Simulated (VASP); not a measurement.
OSZICAR of a VASP run on RuS (atoms displaced from the space group 225 structure):

**OSZICAR**
```
       N       E                     dE             d eps       ncg     rms          rms(c)
DAV:   1     0.968149479333E+02    0.96815E+02   -0.91620E+03 10862   0.936E+02
DAV:   2    -0.107227493671E+02   -0.10754E+03   -0.10545E+03 11774   0.284E+02
DAV:   3    -0.130661067847E+02   -0.23434E+01   -0.23164E+01 12572   0.430E+01
DAV:   4    -0.130860100162E+02   -0.19903E-01   -0.19778E-01 12978   0.375E+00
DAV:   5    -0.130863437699E+02   -0.33375E-03   -0.33374E-03 12890   0.426E-01    0.148E+01
DAV:   6    -0.128146856193E+02    0.27166E+00   -0.21738E+00 11026   0.149E+01    0.734E+00
DAV:   7    -0.127381059129E+02    0.76580E-01   -0.39486E-01 11012   0.693E+00    0.517E+00
DAV:   8    -0.127391502837E+02   -0.10444E-02   -0.38954E-02 12296   0.179E+00    0.399E-01
DAV:   9    -0.127384553347E+02    0.69495E-03   -0.29986E-03 12494   0.509E-01    0.218E-01
DAV:  10    -0.127384830500E+02   -0.27715E-04   -0.58336E-04 12590   0.227E-01    0.634E-02
DAV:  11    -0.127384828247E+02    0.22535E-06   -0.38012E-05 11930   0.641E-02    0.364E-02
DAV:  12    -0.127384844248E+02   -0.16001E-05   -0.34727E-06 12890   0.158E-02    0.589E-03
DAV:  13    -0.127384841650E+02    0.25988E-06   -0.37538E-07  6214   0.563E-03
   1 F= -.12738484E+02 E0= -.12735640E+02  d E =-.568787E-02
```

Which electronic solver shows in the log?

It is blocked Davidson (ALGO = Normal, or the opening steps of other solvers). The INCAR had ALGO = Normal.

Can the final energy be trusted as converged?

The run converged. It stopped with EDIFF = 1E-6, NELM = 100 (PBE GGA, plane waves, VASP's PBE PAW potentials (set 64)).

The structure was generated: RuS was put into an ordered model structure, which need not be its known phase. The cell was not relaxed at this level, atoms are displaced from their ideal sites.
